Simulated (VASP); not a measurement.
Input:

```
CELL_PARAMETERS angstrom
      1.26797    -2.17928     0.00000
      1.26797     2.17928     0.00000
      0.00000     0.00000     3.99937
ATOMIC_POSITIONS crystal
  Co 0.33333 0.66667 0.25000
  Co 0.69407 0.36073 0.75000
```
Starting moments (μB, in the order of the record's atoms Co Co): 1.8 1.8.

These are PBE GGA, VASP's PBE PAW potentials (set 64) (plane waves; VASP) values and carry that method's errors. Numerical set-up: 400 eV cut-off, 15×15×8 Γ-centred mesh, Gaussian smearing of 0.20 eV, potentials Co.

### Question
Give the force on each atom (eV/Å).

### Answer

| atom | Fx | Fy | Fz |
|---|---|---|---|
| Co1 | 0.158 | 0.016 | 0.000 |
| Co2 | -0.158 | -0.016 | 0.000 |

### Question
Give the stress tensor in GPa (positive for a compressed cell).

### Answer

```
-7.18  -1.22   0.00
-1.22  -5.52   0.00
 0.00   0.00  -0.37
```
The pressure is its mean diagonal, -4.36 GPa.

The compound is Co in the hcp structure. The cell was not relaxed at this level, atoms are displaced from their ideal sites. The run is one of a series of settings (ISMEAR = 0, SIGMA = 0.2 against the base run), some of them coarse on purpose.
